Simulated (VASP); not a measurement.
Energy against volume of Li$_{2}$O (antifluorite). All values below come from MS2 meta-GGA, VASP's PBE PAW potentials (set 64) (plane waves; VASP). Numerical set-up: 520 eV cut-off, 8×8×8 Γ-centred mesh, Gaussian smearing of 0.050 eV, potentials Li_sv O.

```
V (Å³/atom)  E (eV/atom)
-----------  -----------
7.567           -6.13565
7.801           -6.13905
8.036           -6.13819
8.270           -6.13365
```

**Question.** Fit these four points and predict the energy of the run at 7.333 Å³/atom.

**Answer.** A cubic in V^(−2/3), the third-order Birch-Murnaghan form, passes through the four points with V0 = 7.87 Å³/atom and B0 = 94 GPa, and gives -6.1274 eV/atom there. The run gave -6.1277 eV/atom, -0.4 meV/atom from the fit; all five points give B0 = 93 GPa.

The compound is Li2O in the antifluorite structure. It was relaxed first.
